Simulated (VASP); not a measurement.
Consider the following.

```yaml
crystal:
  lattice:
    - [0.00000, 1.79198, 1.79198]
    - [1.79198, 0.00000, 1.79198]
    - [1.79198, 1.79198, 0.00000]
  atoms:
    - { symbol: Cu, position: [0.00000, 0.00000, 0.00000] }
```

These are TPSS meta-GGA, VASP's PBE PAW potentials (set 64) (plane waves; VASP) values and carry that method's errors. Run with 520 eV cut-off, 19×19×19 Γ-centred mesh, tetrahedra with Blöchl corrections, potentials Cu.

**Question.** Predict the energy per atom (σ→0), band gap (over mesh and band path) with the smallest direct gap where there is one.

**Answer.** 
The band gap (over mesh and band path) is none (metal, semimetal or under 0.01 eV) and the energy per atom (σ→0) comes out as -11.636 eV/atom.

Total energies compare only between runs with the same potentials, cut-off and functional.

The compound is Cu in the fcc structure. It was relaxed first.
